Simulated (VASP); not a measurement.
Write the native input for VASP 6.6.1 that does the following.

```
Task                   : single point
Functional             : PBEsol
Potentials or basis    : VASP PAW PBE potentials, release 64 (Cu)
Cutoff                 : 520 eV
k mesh                 : 18 × 18 × 18
Occupations            : gaussian, width 0.1 eV
Spin                   : no spin polarisation
Dipole correction      : no
Further INCAR settings : ALGO = Normal; EDIFF = 1e-06; NBANDS = 12
```

The structure of Cu lies in POSCAR:

```
Cu
1.0
    0.0000000000      1.9954828632      1.9954828632
    1.9954828632      0.0000000000      1.9954828632
    1.9954828632      1.9954828632      0.0000000000
Cu
1
Direct
    0.0000000000      0.0000000000      0.0000000000
```

The cell isn't the ideal one: Ag replaced by Cu, lengths x 0.946, strained and moved within the space group.

The input as run:

INCAR

```
SYSTEM = Cu
PREC = Accurate ; ENCUT = 520
EDIFF = 1E-6 ; ISMEAR = 0
SIGMA = 0.1 ; LREAL = .False.
LASPH = .True. ; NELM = 100
ALGO = Normal ; ISIF = 2
LWAVE = .False. ; LCHARG = .False.
GGA = PS ; NBANDS = 12
```

KPOINTS

```
Automatic mesh
0
Gamma
  18 18 18
  0 0 0
```

Potentials or basis: VASP PAW PBE potentials, release 64 (Cu).

Command:

```console
$ cat potpaw_PBE.64/Cu/POTCAR > POTCAR
$ mpirun -np 1 vasp_std > vasp.out
```

Results of the run:

The pressure is -23.7 GPa and the band gap on the k mesh is none (metal or under the smearing width).

Caveat: so large a pressure means that the cell lies far from this level's equilibrium, or that cutoff or potentials fall short; the potentials were made for another functional, which shifts forces and pressure.

It took 11 s on 1 thread of Intel(R) Xeon(R) 6975P-C (Granite Rapids), with other jobs on the host, peak memory 0.16 GiB.
